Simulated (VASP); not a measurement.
Si2Mo:

```
Si Mo
1.0
    -1.60000    1.60000    3.93050
     1.60000   -1.60000    3.93050
     1.60000    1.60000   -3.93050
Si Mo
2 1
Direct
  0.33300 0.33300 0.00000
  0.66700 0.66700 0.00000
  0.00000 0.00000 0.00000
```

| Quantity | Value |
| --- | --- |
| Program | VASP 6.6.1 |
| Task | relaxation of cell and atoms |
| Functional | PBE |
| Potentials or basis | VASP PAW PBE potentials, release 64 (Si, Mo_sv) |
| Cutoff | 600 eV |
| k mesh | 13 × 13 × 13 |
| Occupations | gaussian, width 0.1 eV |
| Spin | no spin polarisation |

At the start: pressure 2.4 GPa; volume 13.42 Å³/atom.

**Question.** How do energy, volume and symmetry change on relaxing?

**Answer.** Over 7 steps the energy falls by 2.9 meV/atom and the volume is 13.59 Å³/atom (+1.3 %); space group I4/mmm (No. 139, to 0.05 Å).

The path:
```tsv
step	energy change (eV)	largest force (eV/Å)	pressure (GPa)	volume (Å³)
1	0.0000	0.2773	2.36	40.25
2	-0.0017	0.0866	-3.21	41.41
3	-0.0067	0.1725	-0.71	40.87
4	-0.0085	0.0158	0.15	40.74
5	-0.0085	0.0142	0.01	40.76
6	-0.0086	0.0036	0.00	40.76
7	-0.0086	0.0000	0.00	40.76
```

Final structure:
```
Si Mo
1.0
    -1.60879    1.60879    3.93700
     1.60879   -1.60879    3.93700
     1.60879    1.60879   -3.93700
Si Mo
2 1
Direct
  0.33507 0.33507 0.00000
  0.66493 0.66493 0.00000
  0.00000 0.00000 0.00000
```
